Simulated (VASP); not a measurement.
Shape and ions are relaxed at each volume.

Energy against volume of Hf (hcp). These are LDA (Ceperley-Alder, Perdew-Zunger), VASP's LDA PAW potentials (set 64) (plane waves; VASP) values and carry that method's errors.

```
V (Å³/atom)  E (eV/atom)
-----------  -----------
19.604         -10.66323
20.229         -10.68739
20.855         -10.69521
21.481         -10.68858
22.106         -10.66926
```

Question: Fit a third-order Birch-Murnaghan equation of state.

Answer: 
| Property | Result |
|---|---|
| volume per atom | 20.87 Å³/atom |
| bulk modulus | 123 GPa |
| pressure derivative of the bulk modulus | 3.20 |

Measured: bulk modulus 110 GPa at 0 K (computed value off by +11.8 %), as given by Vázquez-Parga, Fernández-Martínez, Viñes, J. Chem. Theory Comput. (2023), doi:10.1021/acs.jctc.3c00612, Supporting … [zero-point energy and finite temperature contributions removed].

The compound is Hf in the hcp structure. It was relaxed first, which changed the volume by -6 %.
